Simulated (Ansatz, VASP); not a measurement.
# Ge (Germanium) in two plane-wave programs, part 2 of 2

One calculation is typed for both programs; each brings its own data sets. How far apart do they land? The cell is taken from a series of runs on this material, whose earlier steps may have relaxed, scaled, displaced or heated it; both programs get it as it stands.

VASP 6.6.1 and Ansatz 0.2.0.

So far: Starting point; VASP: zone-centre phonons, LDA.

### Step 2. VASP: zone-centre phonons, LDA (continued)

Level of this step: LDA; plane waves and PAW (Ge_d) (VASP).

Numbers of over 12 decimals in the logs are rounded to 6 here.

Parts of OUTCAR (step 2):

```text
ion  position               nearest neighbor table
   1  0.500  0.500  0.500-   2 2.45   2 2.45   2 2.45   2 2.45
   2  0.750  0.750  0.750-   1 2.45   1 2.45   1 2.45   1 2.45

  LATTYP: Found a body centered tetragonal cell.
 ALAT       =     3.9445540859
 C/A-ratio  =     1.4678794558

 Subroutine GETGRP returns: Found  4 space group operations
 (whereof  2 operations were pure point group operations)

The static configuration has the point symmetry C_1h.
 The point group associated with its full space group is C_2h.

   k-points           NKPTS =   1728   k-points in BZ     NKDIM =   1728   number of bands    NBANDS=     20

   dimension x,y,z NGX =    30 NGY =   30 NGZ =   30
   dimension x,y,z NGXF=    60 NGYF=   60 NGZF=   60

   ENCUT  =  500.0 eV  36.75 Ry    6.06 a.u.   7.33  7.33  7.19*2*pi/ulx,y,z

   NELECT =      28.0000    total number of electrons

 k-points in reciprocal lattice and weights: Points of the shifted mesh
   0.04166667  0.04166667  0.04166667       0.001
   0.04166667  0.04166667  0.12500000       0.001
   0.04166667  0.04166667  0.20833333       0.001
   0.04166667  0.04166667  0.29166667       0.001
   0.04166667  0.04166667  0.37500000       0.001
   0.04166667  0.04166667  0.45833333       0.001
   0.04166667  0.04166667  0.54166667       0.001
   0.04166667  0.04166667  0.62500000       0.001
   0.04166667  0.04166667  0.70833333       0.001
[...]
0.95833333  0.95833333  0.87500000       0.001
   0.95833333  0.95833333  0.95833333       0.001

 average (electrostatic) potential at core
       1 -75.3640       2 -75.3640

  Total        0.0173844      0.0173844     -0.8114688     -0.0020485     -0.0059234     -0.0059234
  in kB        0.6183233      0.6183233    -28.8621209     -0.0728615     -0.2106833     -0.2106832
  external PRESSURE =      -9.2084914 kB  Pullay stress =       0.0000000 kB

  energy-cutoff  :      500.00
  volume of cell :       45.05
      direct lattice vectors                 reciprocal lattice vectors
     0.000000000  2.789220943  2.895064952    -0.179261525  0.179261525  0.172707697
     2.789220943  0.000000000  2.895064952     0.179261525 -0.179261525  0.172707697
     2.789220943  2.789220943  0.000000000     0.179261525  0.179261525 -0.172707697

 POSITION                                       TOTAL-FORCE (eV/Angst)
 -----------------------------------------------------------------------------------
      2.78899      2.78899      2.89500         0.001319      0.001319     -0.001995
      4.18406      4.18406      4.34266        -0.001319     -0.001319      0.001995
 -----------------------------------------------------------------------------------
    total drift:                                0.000000      0.000000      0.000000

 Eigenvectors and eigenvalues of the dynamical matrix
 ----------------------------------------------------

   1 f  =    8.732964 THz    54.870832 2PiTHz  291.300327 cm-1    36.116621 meV
             X         Y         Z           dx          dy          dz
      2.788995  2.788995  2.895002     0.362105    0.362105    0.487607
      4.184058  4.184058  4.342660    -0.362105   -0.362105   -0.487607

   2 f  =    8.679744 THz    54.536440 2PiTHz  289.525094 cm-1    35.896521 meV
             X         Y         Z           dx          dy          dz
      2.788995  2.788995  2.895002     0.500000   -0.500000   -0.000000
      4.184058  4.184058  4.342660    -0.500000    0.500000   -0.000000

   3 f  =    8.550737 THz    53.725865 2PiTHz  285.221885 cm-1    35.362991 meV
             X         Y         Z           dx          dy          dz
      2.788995  2.788995  2.895002     0.344790    0.344790   -0.512093
      4.184058  4.184058  4.342660    -0.344790   -0.344790    0.512093

   4 f  =    0.000000 THz     0.000001 2PiTHz    0.000003 cm-1     0.000000 meV
             X         Y         Z           dx          dy          dz
      2.788995  2.788995  2.895002     0.658585   -0.237388    0.099562
      4.184058  4.184058  4.342660     0.658585   -0.237388    0.099562

   5 f  =    0.000000 THz     0.000000 2PiTHz    0.000002 cm-1     0.000000 meV
             X         Y         Z           dx          dy          dz
      2.788995  2.788995  2.895002    -0.165679   -0.181572    0.663010
      4.184058  4.184058  4.342660    -0.165679   -0.181572    0.663010

   6 f/i=    0.000000 THz     0.000000 2PiTHz    0.000002 cm-1     0.000000 meV
             X         Y         Z           dx          dy          dz
      2.788995  2.788995  2.895002     0.197018    0.640842    0.224734
      4.184058  4.184058  4.342660     0.197018    0.640842    0.224734

 ELASTIC MODULI CONTR FROM IONIC RELAXATION (kBar)
 Direction    XX          YY          ZZ          XY          YZ          ZX
 --------------------------------------------------------------------------------
 XX          -0.0585     -0.0572     -0.3525     -1.7000      2.6015      2.4273
 YY          -0.0572     -0.0585     -0.3525     -1.6034      3.0971      1.8358
 ZZ          -0.3525     -0.3525     -2.4089    -16.4923     15.3046     10.2358
 XY          -1.7000     -1.6034    -16.4923   -209.0156     12.1913     15.2937
 YZ           2.6015      3.0971     15.3046     12.1913   -251.7239    -12.9445
 ZX           2.4273      1.8358     10.2358     15.2937    -12.9445   -243.1410
 --------------------------------------------------------------------------------
```

### Step 3. Ansatz: zone-centre phonons, LDA

Ansatz runs on its PAW soft_1 files.

The same cell, functional (in two slightly different forms), mesh and smearing now go to Ansatz, which takes its cutoff from its data sets.

File input.yaml:

```yaml
crystal:
  lattice:
    - [0.0, 2.7892209429, 2.8950649524]
    - [2.7892209429, 0.0, 2.8950649524]
    - [2.7892209429, 2.7892209429, 0.0]
  atoms:
    - { symbol: Ge, position: [0.4999891699, 0.4999891699, 0.4999296868] }
    - { symbol: Ge, position: [0.7500108301, 0.7500108301, 0.7500703132] }
kpoints:
  mp_grid: { grid: [12, 12, 12], shift: [0.5, 0.5, 0.5] }
hamiltonian:
  xc: lda
  pseudopotentials: { kind: paw, azcp: { folder: soft_1 }, xc_functional: pbe }
scf:
  occupations: { method: gaussian, width: 0.015 }
output:
  eigenvalues: true
phonons:
  method: dfpt
```

Run with:

```sh
$ ansatz run input.yaml --threads 4 --pin off --max-ram 10240MiB --backend cpu --events-out ev --progress --plain --runs-dir out
```

The program printed:

```text
Engine: ansatz 0.2.0, x86_64-unknown-linux-gnu
Pseudopotentials: kind: paw
Pseudopotential: Ge, paw, valence charge 14, recommended cutoff 420 eV (normal), soft_1/Ge.paw.azcp
Functional definition: SPW92
  exchange = slater_x
  correlation = pw_c
Crystal: 2 atoms, lattice volume = 45.046 Å³
Basis set: ecut = 420 eV, 909 PW (Γ), exchange–correlation on 64×64×64 points (8 copies of the dense FFT grid, shifted against one another)
Bands: 18, of which v1, the nominal top of the filled ones, is band 14 counted from 1 (13 counted from 0)
Symmetry: 4 space group operations
k-points: 864 of 1728 (irreducible under 1 space group operation, time reversal used)
Non-local potential: Ge, projectors of the file, l = 0: 2, l = 1: 2, l = 2: 3, l = 3: 1
PAW form: soft (Blöchl's): semilocal exchange-correlation on the pseudo side does not see the compensation charge
PAW frozen core: Ge, regenerated for the run's functional, and the local potential with it (the file was generated under x = pbe(κ = 0.804, μ = 0.219515), c = pbe(β = 0.066725))
PAW one-centre angular grid: Ge, 590 points (default); XC on 64 Gauss nodes
Initial density: superposition of atomic densities (chi_scale 0.1, normalization cell)
Initial wavefunctions: pseudopotential atomic-orbital guess
Functional: x = slater, c = lda
SCF iter   1: F=—  HF=-8431.575899 eV  |F-HF|=—  |Δ(HF+E_count)|=         —  Δρ=3.46e-2  dr2=4.96e-1  ethr=3.10e-3  ⟨swp⟩=6.0  Hψ=72371  notcnv=0
preconditioner: auto → none  [insulator: Δε(μ)=0.128 eV  Ē_g=23.419 eV  σ=0.015 eV  W_gap=1.00  n_scr=14 (ndim 8)  ℏωp=29.3 eV  f_vac=0.000  D(μ)=0.00/eV (n_scr^D=0)  ε∞_Penn≈2.6]
SCF iter   2: F=—  HF=-8431.457801 eV  |F-HF|=—  |Δ(HF+E_count)|=   1.18e-1  Δρ=1.59e-2  dr2=8.20e-2  ethr=1.77e-3  ⟨swp⟩=2.0  Hψ=25916  notcnv=0
SCF iter   3: F=—  HF=-8431.443040 eV  |F-HF|=—  |Δ(HF+E_count)|=   1.48e-2  Δρ=2.18e-3  dr2=5.51e-4  ethr=2.93e-4  ⟨swp⟩=2.0  Hψ=22516  notcnv=0
SCF iter   4: F=—  HF=-8431.443211 eV  |F-HF|=—  |Δ(HF+E_count)|=   1.71e-4  Δρ=4.80e-4  dr2=8.25e-5  ethr=1.97e-6  ⟨swp⟩=2.0  Hψ=31051  notcnv=0
SCF iter   5: F=—  HF=-8431.442995 eV  |F-HF|=—  |Δ(HF+E_count)|=   2.17e-4  Δρ=4.84e-5  dr2=8.91e-7  ethr=2.95e-7  ⟨swp⟩=2.0  Hψ=29936  notcnv=0
SCF iter   6: F=—  HF=-8431.442992 eV  |F-HF|=—  |Δ(HF+E_count)|=   2.96e-6  Δρ=3.86e-5  dr2=3.70e-7  ethr=3.18e-9  ⟨swp⟩=2.0  Hψ=27649  notcnv=0
SCF iter   7: F=—  HF=-8431.442991 eV  |F-HF|=—  |Δ(HF+E_count)|=   3.31e-7  Δρ=5.49e-6  dr2=6.74e-9  ethr=1.32e-9  ⟨swp⟩=2.0  Hψ=26114  notcnv=0
SCF iter   8: F=—  HF=-8431.442991 eV  |F-HF|=—  |Δ(HF+E_count)|=   6.15e-9  Δρ=7.02e-7  dr2=8.71e-11  ethr=2.41e-11  ⟨swp⟩=2.0  Hψ=27490  notcnv=0
SCF iter   9: F=-8431.442991 eV  HF=-8431.442991 eV  |F-HF|=1.82e-12  |Δ(HF+E_count)|=  4.55e-11  Δρ=8.27e-8  dr2=1.19e-12  ethr=1.00e-12  ⟨swp⟩=5.1  Hψ=67478  notcnv=0
SCF 1 converged in 9 iterations: F = -8431.442991 eV  dr2 = 1.19e-12
  greatest PAW one-centre occupation: 0.998 electrons in one spin orbital (limit 2), on the Ge atom at site 1 (counted from 0), in its partial waves of l = 2
DFPT response loops at Γ: preconditioner auto → Kerker (q_TF=auto, 2.520 Å⁻¹) (partly filled bands, converged f_vac=0.059); β = 1.00, the filter's whole step (`scf.mixing.beta` (0.50) is not read by the response loops under this deck's `scf.mixing.preconditioner`; to damp them name `kerker` or `kerker_dos`, under which they read `scf.mixing.beta`, and type it under 1.00, their step now; both keys bind the ground state too); Broyden in place of MSR1
SCF converged after 9 iterations
Free energy (F): -8431.442991 eV
Harris-Foulkes:  -8431.442991 eV  (|F-HF|=1.82e-12)
Internal energy: -8431.442972 eV  (E = F + TS)
E sigma→0 (E₀):  -8431.442982 eV
Entropy (-TS):   -0.000019 eV (-0.010 meV/atom)
Fermi energy:    8.349527 eV
--- Per-component energies (eV) ---
  E_band       = -309.610693
  E_kinetic    = 186.740294
  E_local      = -4502.926876  (includes V_loc(G=0)·N_el)
  E_nonlocal   = 441.861617
  E_hartree    = 2143.305323
  E_xc         = -142.996912
  E_vxc        = -131.468315  (∫ρ·V_xc dr)
  E_paw        = -3868.928783  (= ΣΔE_a)
  E_vpaw       = -590.428124  (= ΣTr[D̂ρ^β])
  E_aug_tail   = 0.000023  (compensation charges beyond the density's cutoff)
  E_ewald      = -2692.314311
  E_core_change = 3.816653  (= ΣΔE_core)
  E_smearing   = -0.000019  (= −TS)
  E_closure    = 0.000000  (closes the sum)
  Σ components = -8431.442991   (vs F -8431.442991, Δ=0.00e0)
--- Band table (eV; the first three rows and the last of 864) ---
  k-point 0: bands = [... 10 lower, -4.5321, 7.4674, 8.1493, 8.3516, 8.8333, 10.8358, 10.8362, 11.0294]
  k-point 1: bands = [... 10 lower, -4.4165, 6.3424, 7.6214, 8.2871, 9.4063, 10.9590, 10.9611, 11.7713]
  k-point 2: bands = [... 10 lower, -4.1352, 4.7682, 7.1964, 7.9820, 9.3218, 11.4001, 11.5777, 12.8204]
  k-point 863: bands = [... 10 lower, -2.4447, 0.6481, 6.5930, 6.8728, 8.6029, 11.9725, 12.1191, 15.3952]
--- Phonons (Γ-DFPT): 2 representative perturbations + reference, on 864 of 1728 k-points (Σ response iterations 6) ---
  k mesh reduced under 1 symmetry operation, with k and −k counted as one. Each operation leaves every solved perturbation unchanged. A smaller set is not used because it would not reduce the number of displacements times k-points to solve
  ASR residual: 1.542e-5 → 0.000e0 eV/Å²; symmetrization residual: 1.111e-6 eV/Å²
  ASR residual per site (eV/Å²): 1.54e-5 1.54e-5
  Γ frequencies (cm⁻¹): 0.00 0.00 0.00 281.29 285.68 288.93
  non-analytic LO–TO correction: not included (Born effective charges unavailable; polar crystals: no LO–TO splitting at Γ)
```

In the SCF lines HF is the Harris–Foulkes energy and dr2 the Hartree energy of the density residual, in eV; the loop may stop once dr2 is under the threshold and the program's other checks hold. Hψ counts applications of the Hamiltonian.

### Step 4. Side by side

Known differences besides the potentials themselves: the two LDA forms differ slightly; the cutoff is 420 eV in Ansatz and 500 eV in VASP; VASP's log shows a relativistic correction to its local exchange, Ansatz's none. Total energies have different zeros and are not compared.

Both answers:

| quantity | Ansatz | VASP | difference |
| --- | --- | --- | --- |
| optical mode 1 (cm⁻¹) | 281.3 | 285.2 | -1.38 % |
| optical mode 2 (cm⁻¹) | 285.7 | 289.5 | -1.33 % |
| optical mode 3 (cm⁻¹) | 288.9 | 291.3 | -0.81 % |

Modes are paired by rising frequency, not by their patterns, so a pair may set unlike modes beside each other; they are those without the splitting of longitudinal modes.

### Step 5. What came out

* r.m.s. difference of the optical zone-centre modes, each program's sorted by frequency (zone-centre phonons, LDA): 3.5 cm⁻¹
* difference in optical mode 1 (zone-centre phonons, LDA): -1.4 %

**Reading.** The r.m.s. difference of the optical zone-centre modes, each program's sorted by frequency is 3.5 cm⁻¹ (zone-centre phonons, LDA). Among the rows given in per cent, the largest difference of the zone-centre phonons, LDA pair is in optical mode 1, -1.4 %. Such differences can come from data sets, numerical settings and the points named under the comparisons, not from the functional's error against experiment.

[Lines on the potential files, build, host, timing and source positions are cut from VASP's logs without a mark.]

[Logs are printed without paths, hosts, clocks, repeated set-up lines and the standing remarks that a program may print on its own settings, such as how far it seeks lower states.]

[Hosts, paths, dates, database ids (printed as entryN), source tags and the programs' standing remarks are cut or masked in the printed files.]
